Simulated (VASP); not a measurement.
VASP ran on this input.

### KPOINTS
```
Regular mesh
0
Gamma
 14 14 14
```

INCAR:
```
SYSTEM = Pt
PREC = Accurate; ENCUT = 520; LREAL = .FALSE.
LASPH = .TRUE.
EDIFF = 1E-6; NELM = 100; ALGO = Normal
LMAXMIX = 6
ISMEAR = 1; SIGMA = 0.1
IBRION = 2; NSW = 60; ISIF = 3
EDIFFG = -0.01
LWAVE = .FALSE.; LCHARG = .FALSE.
```

### POSCAR
```
Pt
1.0
  0.0000000000   1.9600000000   1.9600000000
  1.9600000000   0.0000000000   1.9600000000
  1.9600000000   1.9600000000   0.0000000000
Pt
1
Cartesian
  0.0000000000   0.0000000000   0.0000000000
```

POTCAR, in this order: Pt (LDA.64 set). Program: vasp_std.

Question: Write an equivalent input for Ansatz.

Answer: One equivalent input (not run):
Ansatz 0.2 input:
```yaml
crystal:
  lattice:
    - [0.0000000, 1.9600000, 1.9600000]
    - [1.9600000, 0.0000000, 1.9600000]
    - [1.9600000, 1.9600000, 0.0000000]
  atoms:
    - { symbol: Pt, position: [0.0000000, 0.0000000, 0.0000000] }
kpoints:
  mp_grid: { grid: [14, 14, 14] }
hamiltonian:
  xc: lda
  pseudopotentials: { kind: paw }
scf:
  occupations: { method: methfessel_paxton, width: 0.1 }
  max_iter: 100
relax:
  max_steps: 60
  f_tol: 0.01
  cell: {}
output: { forces: true, stress: true, eigenvalues: true }
```
Limits of the translation: each code has its own PAW files, so the cut-off isn't converted (ENCUT is set for VASP's; basis.ecutwfc is left out, and Ansatz then takes the one that its files recommend); Ansatz stops its SCF on the density residual and VASP on the energy change (EDIFF); Ansatz's lda is the Perdew-Wang form, while the LDA potentials of VASP carry Perdew-Zunger's.

The compound is Pt in the fcc structure. This run relaxes it. Symmetry was kept, so distortions that lower it aren't found.
